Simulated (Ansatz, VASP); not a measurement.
# Two plane-wave programs on Si4BN3

```
Si B N
1.0
     2.74828    0.00000    0.00000
    -1.37414    2.38008    0.00000
     0.00000    0.00000   15.22586
Si B N
4 1 3
Direct
  0.66667 0.33333 0.49657
  0.66667 0.33333 0.33781
  0.33333 0.66667 0.04182
  0.33333 0.66667 0.20056
  0.00000 0.00000 0.77128
  0.33333 0.66667 0.77156
  0.00000 0.00000 0.53836
  0.00000 0.00000 0.00005
```

Alike in both runs: task single point; functional PBE; k mesh 6 × 6 × 1; occupations gaussian, width 0.1 eV; collinear spin.

|  | VASP | Ansatz |
| --- | --- | --- |
| version | VASP 6.6.1 | Ansatz 0.2.0 |
| potentials or method | VASP PAW PBE potentials, release 64 (Si, B, N) | scalar-relativistic, plane waves, PAW |
| plane-wave cutoff (eV) | 520 | 420 |
| valence electrons in the cell | 34 | 34 |

Ansatz gave:

```
gap on the k mesh at the Fermi level (eV)       : none
pressure (GPa)                                  : 0.1
largest component of the traceless stress (GPa) : 0.17
rms of the force components (eV/Å)              : 0.024
net moment per atom (μB)                        : 0.00
```

Task: Which values does VASP return?

Result: gap on the k mesh at the Fermi level (eV): none; pressure (GPa): 0.0; largest component of the traceless stress (GPa): 0.01; rms of the force components (eV/Å): 0.027; net moment per atom (μB): 0.00.

Atom by atom the forces differ by 0.011 eV/Å (rms over components). A gap of «none» marks a metal or a gap that the smearing closes. Ansatz warned: «filled_band_counts_differ_across_k_points».

Caveats: the k mesh is coarse (spacing up to 0.44 Å⁻¹), so the values aren't converged; this functional lacks dispersion, which binds the layers, so the pressure and a relaxed spacing across them are unreliable.
